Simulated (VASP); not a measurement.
Given:

```xyz
6
Lattice="4.4565 0.0000 0.0000 -2.2282 3.8594 0.0000 0.0000 0.0000 13.7260" Properties=species:S:1:pos:R:3 pbc="T T T"
Pb     2.2282     1.2865     6.8637
Pb     0.0000     2.5730     0.0007
I      2.2282     1.2865    11.8512
I      0.0000     2.5730     4.9882
I      0.0000     0.0000     1.8741
I      0.0000     0.0000     8.7371
```

The numbers are results of LDA (Ceperley-Alder, Perdew-Zunger), VASP's LDA PAW potentials (set 64) (plane waves; VASP 6.6.1), not measurements. Settings: 400 eV cut-off, 7×7×2 Γ-centred mesh, tetrahedra with Blöchl corrections, potentials Pb_d I.

The cores are frozen, which limits the accuracy of field gradients.

Q: Give the principal components of the electric field gradient (V/Å²) and the asymmetry η at each nucleus.

A: 
| atom | Vxx | Vyy | Vzz | η |
|---|---|---|---|---|
| Pb1 | -6.1 | -6.1 | 12.3 | 0.00 |
| Pb2 | -6.1 | -6.1 | 12.3 | 0.00 |
| I3 | -14.2 | -14.2 | 28.4 | 0.00 |
| I4 | -14.2 | -14.2 | 28.4 | 0.00 |
| I5 | -14.8 | -14.8 | 29.6 | 0.00 |
| I6 | -14.8 | -14.8 | 29.6 | 0.00 |

The structure comes from a computed database's PbI2 entry (P6_3mc); how it stands against other phases isn't given here. It was relaxed first, which changed the volume by -12 %.
